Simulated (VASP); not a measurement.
A convergence study with VASP on ZnS (zinc blende): one setting is varied, all else stays as given below, so the limit is that of these other settings.

```
CELL_PARAMETERS angstrom
      0.00000     2.70500     2.70500
      2.70500     0.00000     2.70500
      2.70500     2.70500     0.00000
ATOMIC_POSITIONS crystal
  Zn 0.00000 0.00000 0.00000
  S  0.25000 0.25000 0.25000
```

The numbers are results of PBEsol GGA, VASP's PBE PAW potentials (set 64) (plane waves; VASP), not measurements. The tightest run used: 550 eV cut-off, 17×17×17 Γ-centred mesh, tetrahedra with Blöchl corrections, potentials Zn S.

Gaps are read on the run's mesh, which can miss a band edge.

| setting | E (eV/atom) | pressure (GPa) | gap on the mesh (eV) | irreducible k-points |
|---|---|---|---|---|
| 3×3×3 mesh | -3.6754 | -0.72 | 1.925 | 4 |
| 4×4×4 mesh | -3.7659 | -1.69 | 1.952 | 8 |
| 5×5×5 mesh | -3.7849 | -1.94 | 1.960 | 10 |

**Question.** These are the cheaper rows. Estimate the results at 17×17×17 mesh, and how far the last row shown lies from them.

**Answer.** 
| quantity | tightest run | last row shown is off by |
|---|---|---|
| E (eV/atom) | -3.7912 | 0.0064 |
| pressure (GPa) | -2.02 | 0.08 |
| gap on the mesh (eV) | 1.964 | -0.004 |

Left out are rungs that failed or repeat a setting and relaxations that didn't move; long series are thinned to 24 rows.

The compound is ZnS in the zinc blende structure. The cell was not relaxed at this level.
